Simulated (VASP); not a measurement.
VASP runs on CuTe (a trial cell in the zincblende structure, space group F-43m) share one base input (PBE GGA, plane waves, VASP's PBE PAW potentials (set 64)) and change the settings named in each case.

File KPOINTS:
```
Automatic mesh
0
Gamma
7 7 7
0 0 0
```

### INCAR
```
! general
SYSTEM  = CuTe
PREC    = Accurate
ENCUT   = 400
LREAL   = .FALSE.
LASPH   = .TRUE.

! electronic loop
EDIFF   = 1E-6
NELM    = 100
ALGO    = Normal
LMAXMIX = 4

! smearing
ISMEAR  = 0
SIGMA   = 0.05

! functional
GGA     = PE

! ions
ISIF    = 2

! output
LWAVE   = .FALSE.
LCHARG  = .FALSE.
```

### POSCAR
```
CuTe
1
    0.0000000000     2.8895730000     2.8895730000
    2.8895730000     0.0000000000     2.8895730000
    2.8895730000     2.8895730000     0.0000000000
Te Cu
1 1
Direct
  0.2500000000   0.2500000000   0.2500000000
  0.0000000000   0.0000000000   0.0000000000
```

POTCAR, in this order: Te Cu (PBE.64 set). Program: vasp_std.

```json
[
 {"change": "base run", "pressure (GPa)": "3.92", "electronic steps": "14"},
 {"change": "EDIFF = 1E-2", "pressure (GPa)": "-2.38", "electronic steps": "10"},
 {"change": "EDIFF = 1E-3", "pressure (GPa)": "-1.75", "electronic steps": "10"},
 {"change": "EDIFF = 1E-4", "pressure (GPa)": "3.76", "electronic steps": "12"},
 {"change": "EDIFF = 1E-5", "pressure (GPa)": "4.01", "electronic steps": "13"},
 {"change": "EDIFF = 1E-8", "pressure (GPa)": "3.73", "electronic steps": "19"}
]
```
 Unless said otherwise, spin-orbit coupling is left out, though it shifts the bands of the heavy elements here.

Left out are runs that ran out of time, are held back, or changed the cell or the kind of run, fixed moments of cells without a moment, rows past the twelfth, gaps on odd meshes, pressures of charged cells and columns that move by less than the noise.

The structure was generated: CuTe was put into the zincblende type (F-43m), which need not be its known phase. The cell was not relaxed at this level. The electron count is odd and the run is not spin-polarised, which forces a metal.
